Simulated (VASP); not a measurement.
Given:

```
CELL_PARAMETERS angstrom
      4.08797     0.00000     0.00000
      0.00000     4.08797     0.00000
      0.00000     0.00000     4.08797
ATOMIC_POSITIONS crystal
  Ba 0.00000 0.00000 0.00000
  Zr 0.50000 0.50000 0.50000
  O  0.50000 0.00000 0.50000
  O  0.00000 0.50000 0.50000
  O  0.50000 0.50000 0.00000
```

All values below come from PBE GGA, VASP's PBE PAW potentials (set 64) (plane waves; VASP 6.6.1). Numerical set-up: 620 eV cut-off, 6×6×6 Γ-centred mesh, Gaussian smearing of 0.050 eV, potentials Ba_sv Zr_sv O.

Energy and stress use the plane-wave basis of the starting cell.

### Question
The ions, cell shape and volume at an external pressure of 30.0 GPa are relaxed. What does this cell relax into?

### Answer

```
CELL_PARAMETERS angstrom
      4.03443     0.00000     0.00000
      0.00000     4.03443     0.00000
      0.00000     0.00000     4.03443
ATOMIC_POSITIONS crystal
  Ba 0.00000 0.00000 0.00000
  Zr 0.50000 0.50000 0.50000
  O  0.50000 0.00000 0.50000
  O  0.00000 0.50000 0.50000
  O  0.50000 0.50000 0.00000
```
Space group Pm-3m (221), at a tolerance of 0.03 Å.

### Question
How do energy and volume change from the first to the last step?

### Answer
The energy (σ→0) changes by +82.0 meV/atom and the volume by -3.9 %, in 4 ionic steps.

The compound is BaZrO3 in the cubic perovskite structure. This run relaxes it under an external pressure of 30 GPa. Symmetry was kept, so distortions that lower it aren't found.
